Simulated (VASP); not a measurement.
OSZICAR of a VASP run on RuAl (CsCl type):

### OSZICAR
```
       N       E                     dE             d eps       ncg     rms          rms(c)
DAV:   1     0.116871884077E+03    0.11687E+03   -0.94748E+03  2912   0.133E+03
DAV:   2    -0.124558703833E+02   -0.12933E+03   -0.12490E+03  3132   0.353E+02
DAV:   3    -0.148946329334E+02   -0.24388E+01   -0.23925E+01  3420   0.497E+01
DAV:   4    -0.149195681631E+02   -0.24935E-01   -0.24860E-01  3320   0.503E+00
DAV:   5    -0.149201981191E+02   -0.62996E-03   -0.62950E-03  3616   0.683E-01    0.127E+01
DAV:   6    -0.143245956590E+02    0.59560E+00   -0.35996E+00  3052   0.219E+01    0.247E+00
DAV:   7    -0.142563411841E+02    0.68254E-01   -0.27466E-01  3076   0.629E+00    0.219E+00
DAV:   8    -0.142404036428E+02    0.15938E-01   -0.17471E-02  3152   0.137E+00    0.206E-01
DAV:   9    -0.142402654370E+02    0.13821E-03   -0.29810E-04  3404   0.164E-01    0.136E-01
DAV:  10    -0.142402636387E+02    0.17983E-05   -0.28485E-05  3552   0.721E-02    0.122E-02
DAV:  11    -0.142402608762E+02    0.27625E-05   -0.22759E-06  3400   0.199E-02    0.604E-03
DAV:  12    -0.142402605598E+02    0.31636E-06   -0.60408E-08  1800   0.268E-03    0.195E-04
DAV:  13    -0.142402606092E+02   -0.49370E-07   -0.96957E-09  1620   0.107E-03
   1 F= -.15290124E+02 E0= -.15290124E+02  d E =0.000000E+00
```

Which electronic solver shows in the log?

It is blocked Davidson (ALGO = Normal, or the opening steps of other solvers). The INCAR had ALGO = Normal.

Can the final energy be trusted as converged?

Self-consistency was reached. It stopped with EDIFF = 1E-7, NELM = 100 (PBE GGA with D3 dispersion (Becke-Johnson damping), plane waves, VASP's PBE PAW potentials (set 64)).

The compound is RuAl in the CsCl type structure. It was relaxed first. The electron count is odd and the run is not spin-polarised, which forces a metal.
